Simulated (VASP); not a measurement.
Input:

```
CELL_PARAMETERS angstrom
      4.54067     0.00000     0.00000
      0.00000     4.54067     0.00000
      0.00000     0.00000     2.80593
ATOMIC_POSITIONS crystal
  V  0.00000 0.00000 0.00000
  V  0.50000 0.50000 0.50000
  O  0.29886 0.29886 0.00000
  O  0.79886 0.20114 0.50000
  O  0.20114 0.79886 0.50000
  O  0.70114 0.70114 0.00000
```
Starting moments (μB, in the order of the record's atoms V V O O O O): 1.0 1.0 0.0 0.0 0.0 0.0.

All values below come from PBEsol GGA, VASP's PBE PAW potentials (set 64) (plane waves; VASP). Settings: 520 eV cut-off, Gaussian smearing of 0.050 eV, potentials V_sv O.

The moments were started parallel, and other spin orders were not tried in this run.

Question: Give the spin-up energies of bands 17 to 30 at the high-symmetry points, in eV from the Fermi level.

Answer: 
| band | Γ | X | M | Z | R | A |
|---|---|---|---|---|---|---|
| 17 | -5.53 | -5.35 | -4.68 | -5.66 | -5.35 | -5.55 |
| 18 | -4.60 | -5.35 | -4.68 | -5.66 | -5.35 | -5.55 |
| 19 | -4.60 | -5.15 | -4.26 | -5.01 | -4.24 | -4.98 |
| 20 | -3.52 | -5.15 | -4.26 | -5.01 | -4.24 | -4.98 |
| 21 | -2.12 | -3.29 | -2.91 | -4.22 | -3.97 | -3.11 |
| 22 | -2.03 | -3.29 | -2.91 | -4.22 | -3.97 | -3.11 |
| 23 | -2.03 | -2.30 | -2.79 | -3.25 | -2.64 | -2.32 |
| 24 | -1.58 | -2.30 | -2.79 | -3.25 | -2.64 | -2.32 |
| 25 | -1.09 | -0.36 | -1.08 | 0.42 | -0.90 | 0.08 |
| 26 | -0.90 | -0.36 | -1.08 | 0.42 | -0.90 | 0.08 |
| 27 | -0.32 | 0.35 | -0.30 | 0.64 | 0.62 | 0.43 |
| 28 | -0.32 | 0.35 | -0.30 | 0.64 | 0.62 | 0.43 |
| 29 | -0.27 | 1.02 | 1.45 | 1.07 | 1.35 | 0.64 |
| 30 | 1.90 | 1.02 | 1.45 | 1.07 | 1.35 | 0.64 |

Question: Give the spin-down energies of bands 17 to 30 at the high-symmetry points, in eV from the Fermi level.

Answer: 
```json
[
 {"band": "17", "Γ": "-5.34", "X": "-5.18", "M": "-4.68", "Z": "-5.55", "R": "-5.29", "A": "-5.34"},
 {"band": "18", "Γ": "-4.58", "X": "-5.18", "M": "-4.68", "Z": "-5.55", "R": "-5.29", "A": "-5.34"},
 {"band": "19", "Γ": "-4.58", "X": "-5.01", "M": "-4.04", "Z": "-4.87", "R": "-4.21", "A": "-4.84"},
 {"band": "20", "Γ": "-3.54", "X": "-5.01", "M": "-4.04", "Z": "-4.87", "R": "-4.21", "A": "-4.84"},
 {"band": "21", "Γ": "-2.18", "X": "-3.18", "M": "-2.93", "Z": "-4.11", "R": "-3.76", "A": "-3.01"},
 {"band": "22", "Γ": "-2.09", "X": "-3.18", "M": "-2.93", "Z": "-4.11", "R": "-3.76", "A": "-3.01"},
 {"band": "23", "Γ": "-2.09", "X": "-2.34", "M": "-2.83", "Z": "-3.20", "R": "-2.71", "A": "-2.32"},
 {"band": "24", "Γ": "-1.55", "X": "-2.34", "M": "-2.83", "Z": "-3.20", "R": "-2.71", "A": "-2.32"},
 {"band": "25", "Γ": "0.04", "X": "0.67", "M": "-0.01", "Z": "1.35", "R": "0.18", "A": "0.99"},
 {"band": "26", "Γ": "0.07", "X": "0.67", "M": "-0.01", "Z": "1.35", "R": "0.18", "A": "0.99"},
 {"band": "27", "Γ": "0.72", "X": "1.44", "M": "0.87", "Z": "1.77", "R": "1.75", "A": "1.37"},
 {"band": "28", "Γ": "0.85", "X": "1.44", "M": "0.87", "Z": "1.77", "R": "1.75", "A": "1.37"},
 {"band": "29", "Γ": "0.85", "X": "1.94", "M": "2.27", "Z": "1.91", "R": "2.19", "A": "1.80"},
 {"band": "30", "Γ": "2.64", "X": "1.94", "M": "2.27", "Z": "1.91", "R": "2.19", "A": "1.80"}
]
```

It has no gap at this level: it comes out as a metal or semimetal.

The structure was generated: VO2 was put into the rutile type (P4_2/mnm), which need not be its known phase. It was relaxed first.
